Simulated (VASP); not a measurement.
Data:

```
CELL_PARAMETERS angstrom
      0.00000     3.06000     3.06000
      3.06000     0.00000     3.06000
      3.06000     3.06000     0.00000
ATOMIC_POSITIONS crystal
  Li 0.25000 0.25000 0.25000
  Li 0.75000 0.75000 0.75000
  Se 0.00000 0.00000 0.00000
```

These are PBE GGA, VASP's PBE PAW potentials (set 64) (plane waves; VASP) values and carry that method's errors. Numerical set-up: EDIFF = 1E-2, 520 eV cut-off, 6×6×6 Γ-centred mesh, Gaussian smearing of 0.050 eV, potentials Li_sv Se.

Q: Give the stress tensor in GPa (positive for a compressed cell).

A: 
```
-1.06   0.00   0.00
 0.00  -1.06   0.00
 0.00   0.00  -1.06
```
The pressure is its mean diagonal, -1.06 GPa.

The compound is Li2Se in the antifluorite structure. The cell was not relaxed at this level. The run is one of a series of settings (EDIFF = 1E-2 against the base run), some of them coarse on purpose.
